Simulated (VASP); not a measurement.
Set up this calculation in VASP 6.6.1, as the native input.

```yaml
Task: single point
Functional: PBE
Potentials_or_basis: VASP PAW PBE potentials, release 64 (La)
Cutoff: 520 eV
k_mesh: 6 × 6 × 2
Occupations: gaussian, width 0.05 eV
Spin: no spin polarisation
Dipole_correction: no
Further_INCAR_settings: ALGO = Normal; EDIFF = 1e-06; NBANDS = 30
```

The structure of La lies in POSCAR:

```
La
1.0
    3.7700000000      0.0000000000      0.0000000000
   -1.8850000000      3.2649157723      0.0000000000
    0.0000000000      0.0000000000     12.1300000000
La
4
Direct
    0.0000000000      0.0000000000      0.0000000000
    0.0000000000      0.0000000000      0.5000000000
    0.3333333333      0.6666666667      0.2500000000
    0.6666666667      0.3333333333      0.7500000000
```

These files were run (other wordings do the same):

INCAR

```
SYSTEM = La
PREC     = Accurate       ! precision mode
ENCUT    = 520            ! plane-wave cutoff, eV
EDIFF    = 1E-6           ! SCF threshold, eV
ISMEAR   = 0              ! smearing method
SIGMA    = 0.05           ! smearing width, eV
LREAL    = .False.        ! projectors in reciprocal space
LASPH    = .True.         ! aspherical terms in the spheres
NELM     = 100            ! most SCF steps
ALGO     = Normal         ! electronic algorithm
ISIF     = 2              ! what is computed and relaxed
LWAVE    = .False.        ! write WAVECAR
LCHARG   = .False.        ! write CHGCAR
GGA      = PE             ! functional
NBANDS   = 30             ! bands
```

KPOINTS

```
regular mesh
0
Gamma
  6 6 2
  0 0 0
```

Potentials or basis: VASP PAW PBE potentials, release 64 (La).

Launch:

```console
$ cat potpaw_PBE.64/La/POTCAR > POTCAR
$ mpirun -np 1 vasp_std > vasp.out
```

It gave:

| Quantity | Value |
| --- | --- |
| Pressure | 0.1 GPa |
| Band gap on the k mesh | none (metal or under the smearing width) |

It took 95 s on 1 thread of Intel(R) Xeon(R) Platinum 8488C (Sapphire Rapids) (shared host), peak memory 0.26 GiB.
